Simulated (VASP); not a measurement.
Consider the following.

```
PbF2
1.0
    0.00000     2.99928     2.99928
    2.99928     0.00000     2.99928
    2.99928     2.99928     0.00000
Pb F
1 2
Cartesian
  0.00000   0.00000   0.00000
  1.49964   1.49964   1.49964
  4.49892   4.49892   4.49892
```

These are rev-vdW-DF2, VASP's PBE PAW potentials (set 64) (plane waves; VASP) values and carry that method's errors. Run with 520 eV cut-off, 7×7×7 Γ-centred mesh, Gaussian smearing of 0.050 eV, potentials Pb_d F.

**Question.** Give the stress tensor in GPa (positive for a compressed cell).

**Answer.** 
```
-1.94   0.00   0.00
 0.00  -1.94   0.00
 0.00   0.00  -1.94
```
The pressure is its mean diagonal, -1.94 GPa.

The compound is PbF2 in the fluorite structure, the β form. This cell is one point of a volume scan, at 1.03 of the reference volume.
